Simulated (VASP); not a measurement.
An input for Ansatz (written as the equivalent of a VASP run, and not itself run):

Ansatz 0.2 input:
```yaml
crystal:
  lattice:
    - [2.9376000, 0.0000000, 0.0000000]
    - [0.0000000, 2.9376000, 0.0000000]
    - [0.0000000, 0.0000000, 2.9376000]
  atoms:
    - { symbol: Ga, position: [0.5000000, 0.5000000, 0.5000000] }
    - { symbol: Co, position: [0.0000000, 0.0000000, 0.0000000] }
kpoints:
  mp_grid: { grid: [6, 6, 6], shift: [0.5, 0.5, 0.5] }
hamiltonian:
  xc: pbe
  pseudopotentials: { kind: paw }
scf:
  occupations: { method: methfessel_paxton, width: 0.1 }
  max_iter: 100
output: { forces: true, stress: true, eigenvalues: true }
```

Write the VASP files for the same calculation (PBE).

One answer among several that fit: 
**INCAR**
```
# general
SYSTEM   =  CoGa
PREC     =  Accurate
ENCUT    =  400
LREAL    =  .FALSE.
LASPH    =  .TRUE.

# electronic loop
EDIFF    =  1E-6
NELM     =  100
ALGO     =  Normal
LMAXMIX  =  4

# smearing
ISMEAR   =  1
SIGMA    =  0.1

# functional
GGA      =  PE

# ions
ISIF     =  2

# output
LWAVE    =  .FALSE.
LCHARG   =  .FALSE.
```

File KPOINTS:
```
Automatic mesh
0
Monkhorst-Pack
6 6 6
0 0 0
```

File POSCAR:
```
CoGa
5.87520
  0.5000000000   0.0000000000   0.0000000000
  0.0000000000   0.5000000000   0.0000000000
  0.0000000000   0.0000000000   0.5000000000
Ga Co
1 1
direct
  0.5000000000   0.5000000000   0.5000000000
  0.0000000000   0.0000000000   0.0000000000
```

POTCAR, in this order: Ga_d Co (PBE.64 set). Program: vasp_std.

Limits of the translation: each code has its own PAW files, so the cut-off isn't converted (ENCUT is set for VASP's; basis.ecutwfc is left out, and Ansatz then takes the one that its files recommend); Ansatz stops its SCF on the density residual and VASP on the energy change (EDIFF); an even Monkhorst-Pack mesh in KPOINTS is shifted by half a step.

The compound is CoGa in the CsCl type structure. The cell was not relaxed at this level. The k-mesh is coarse (spacing up to 0.36 per Å, 2π included), so the numbers may not be converged in it. The run is one of a series of settings (KPOINTS 6×6×6 Monkhorst-Pack mesh against the base run), some of them coarse on purpose.
